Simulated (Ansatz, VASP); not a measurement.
# One calculation of CdAg, two programs

INCAR

```
SYSTEM = CdAg
ALGO     = Normal         ! electronic algorithm
EDIFF    = 1E-6           ! SCF threshold, eV
ENCUT    = 520            ! plane-wave cutoff, eV
ISIF     = 2              ! what is computed and relaxed
ISMEAR   = 0              ! smearing method
LASPH    = .True.         ! aspherical terms in the spheres
LCHARG   = .True.         ! write CHGCAR
LELF     = .True.         ! ELF
LREAL    = .False.        ! projectors in reciprocal space
LVHAR    = .True.       
LWAVE    = .False.        ! write WAVECAR
NBANDS   = 18             ! bands
NELM     = 100            ! most SCF steps
PREC     = Accurate       ! precision mode
SIGMA    = 0.1            ! smearing width, eV
```

Contents of KPOINTS:

```
k-points
0
Gamma
  9 9 9
  0 0 0
```

The input POSCAR:

```
CdAg
1.0
    1.5107047226      0.8722057783      4.7833891744
   -1.5107047226      0.8722057783      4.7833891744
    0.0000000000     -1.7444115566      4.7833891744
Cd Ag
1 1
Direct
    0.5000000000      0.5000000000      0.5000000000
    0.0000000000      0.0000000000      0.0000000000
```

Input for Ansatz:

```yaml
crystal:
  lattice:
    - [1.5107047226, 0.8722057783, 4.7833891744]
    - [-1.5107047226, 0.8722057783, 4.7833891744]
    - [0.0, -1.7444115566, 4.7833891744]
  atoms:
    - { symbol: Cd, position: [0.5, 0.5, 0.5] }
    - { symbol: Ag, position: [0.0, 0.0, 0.0] }
basis:
  ecutwfc: 420
kpoints:
  mp_grid: { grid: [9, 9, 9] }
hamiltonian:
  xc: lda
scf:
  occupations: { method: gaussian, width: 0.1 }
output:
  forces: true
  stress: true
  eigenvalues: true
```

The cell comes from a database or a generator and needn't be the stable form of this composition.

Alike in both runs: task single point; functional LDA; k mesh 9 × 9 × 9; occupations gaussian, width 0.1 eV; no spin polarisation.

|  | VASP | Ansatz |
| --- | --- | --- |
| version | VASP 6.6.1 | Ansatz 0.2.0 |
| potentials or method | VASP PAW LDA potentials, release 64 (Cd, Ag) | scalar-relativistic, plane waves, PAW |
| plane-wave cutoff (eV) | 520 | 420 |
| valence electrons in the cell | 23 | 39 |

Ansatz gave:

| Item | Value |
| --- | --- |
| gap on the k mesh at the Fermi level (eV) | none |
| pressure (GPa) | -7.2 |
| largest component of the traceless stress (GPa) | 0.20 |

**Question.** What did VASP give for the same quantities?

**Answer.** gap on the k mesh at the Fermi level (eV): none; pressure (GPa): -6.7; largest component of the traceless stress (GPa): 0.09.

A gap of «none» marks a metal or a gap that the smearing closes. The two sets of potentials don't hold the same shells in valence.
